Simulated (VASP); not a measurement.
Calculation: revPBE GGA, VASP's PBE PAW potentials (set 64) (plane waves; VASP).

VASP input:

**POSCAR**
```
KCl
1
    0.0000000000     3.1622920000     3.1622920000
    3.1622920000     0.0000000000     3.1622920000
    3.1622920000     3.1622920000     0.0000000000
K Cl
1 1
Direct
  0.0000000000   0.0000000000   0.0000000000
  0.5000000000   0.5000000000   0.5000000000
```

### KPOINTS
```
Automatic mesh
0
Gamma
1 1 1
0 0 0
```

INCAR:
```
# general
SYSTEM = KCl
PREC   = Accurate
ENCUT  = 300   # plane-wave cut-off (eV)
LREAL  = .False.   # projection in real space or not
LASPH  = .True.   # aspherical one-centre terms

# electronic loop
EDIFF  = 1E-6   # SCF stop (eV)
NELM   = 100   # most electronic steps
ALGO   = Normal

# smearing
ISMEAR = 0
SIGMA  = 0.01

# functional
GGA    = RE   # revPBE

# ions
ISIF   = 2   # forces and stress, cell fixed

# output
LWAVE  = .False.
LCHARG = .False.
```

POTCAR, in this order: K_sv Cl (PBE.64 set). Program: vasp_std.

What VASP printed:

OSZICAR:
```
       N       E                     dE             d eps       ncg     rms          rms(c)
DAV:   1     0.965180053586E+02    0.96518E+02   -0.55783E+03    24   0.769E+02
DAV:   2    -0.545402482358E+00   -0.97063E+02   -0.94100E+02    36   0.236E+02
DAV:   3    -0.456255992677E+01   -0.40172E+01   -0.40128E+01    28   0.478E+01
DAV:   4    -0.462412302751E+01   -0.61563E-01   -0.61478E-01    40   0.563E+00
DAV:   5    -0.462452377291E+01   -0.40075E-03   -0.40073E-03    28   0.485E-01    0.412E+00
DAV:   6    -0.381880662484E+01    0.80572E+00   -0.14294E+00    28   0.589E+00    0.336E+00
DAV:   7    -0.376637718033E+01    0.52429E-01   -0.75343E-01    28   0.434E+00    0.250E+00
DAV:   8    -0.379481890692E+01   -0.28442E-01   -0.27979E-02    32   0.167E+00    0.360E-01
DAV:   9    -0.379170590419E+01    0.31130E-02   -0.29299E-03    32   0.353E-01    0.203E-01
DAV:  10    -0.379021094729E+01    0.14950E-02   -0.10596E-03    24   0.345E-01    0.119E-02
DAV:  11    -0.379019786797E+01    0.13079E-04   -0.26588E-05    28   0.465E-02    0.854E-03
DAV:  12    -0.379019679538E+01    0.10726E-05   -0.17756E-06    32   0.120E-02    0.213E-03
DAV:  13    -0.379019686489E+01   -0.69511E-07   -0.11348E-07    20   0.242E-03
   1 F= -.37901969E+01 E0= -.37901969E+01  d E =-.543948E-27
```

OUTCAR:
```
------------------------ aborting loop because EDIFF is reached ----------------------------------------
  FORCE on cell =-STRESS in cart. coord.  units (eV):
  Direction    XX          YY          ZZ          XY          YZ          ZX
  --------------------------------------------------------------------------------------
  Total        5.1490471      5.1490471      5.1490471      0.0000000      0.0000000     -0.0000000
  in kB      130.4372232    130.4372232    130.4372232      0.0000000      0.0000000     -0.0000000
  external PRESSURE =     130.4372232 kB  Pullay stress =       0.0000000 kB
  volume of cell :       63.25
      direct lattice vectors                 reciprocal lattice vectors
     0.000000000  3.162292000  3.162292000    -0.158113166  0.158113166  0.158113166
     3.162292000  0.000000000  3.162292000     0.158113166 -0.158113166  0.158113166
     3.162292000  3.162292000  0.000000000     0.158113166  0.158113166 -0.158113166
  FREE ENERGIE OF THE ION-ELECTRON SYSTEM (eV)
  ---------------------------------------------------
  free  energy   TOTEN  =        -3.7901968649 eV

  energy  without entropy=       -3.7901968649  energy(sigma->0) =       -3.79019686
```
(Selected blocks of OUTCAR.)

At this cut-off the stress carries a Pulay error, which pulls relaxed volumes low.

The structure comes from a computed database's KCl entry; how it stands against other phases isn't given here. The cell was not relaxed at this level. The k-mesh is coarse (spacing up to 1.72 per Å, 2π included), so the numbers may not be converged in it. The run is one of a series of settings (KPOINTS 1×1×1 Γ-centred mesh against the base run), some of them coarse on purpose.
